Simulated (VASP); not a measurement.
Band gaps of SrGaGeH (space group P3m1) from VASP (PAW), without and with spin-orbit coupling. Semilocal levels are at their own relaxed cell, hybrids and mBJ at PBE's; 0.00 means no gap at that level.

The cell of the LDA run:

```yaml
crystal:
  lattice:
    - [4.15448, 0.00000, 0.00000]
    - [-2.07724, 3.59788, 0.00000]
    - [0.00000, 0.00000, 4.75370]
  atoms:
    - { symbol: Sr, position: [0.33333, 0.66667, 0.99632] }
    - { symbol: Ga, position: [0.66667, 0.33333, 0.55474] }
    - { symbol: Ge, position: [0.00000, 0.00000, 0.43548] }
    - { symbol: H, position: [0.66667, 0.33333, 0.91908] }
```

| level | gap without SOC (eV) | gap with SOC (eV) | shift (eV) |
|---|---|---|---|
| LDA | 0.32 | (withheld) | (withheld) |

Problem. Fill in the missing entries.

Solution. 
- LDA, gap with SOC (eV): 0.30
- LDA, shift (eV): -0.02

Only levels that ran to the end are used. Left out are those held back, those with too coarse a band path, GW runs whose mesh misses a band edge, hybrids' fits of cells that aren't cubic and levels without matching references; a question may draw on a part of the rest.

The structure comes from a computed database's SrGaGeH entry (P3m1); how it stands against other phases isn't given here. It was relaxed first, which changed the volume by -7 %. Symmetry was kept, so distortions that lower it aren't found.
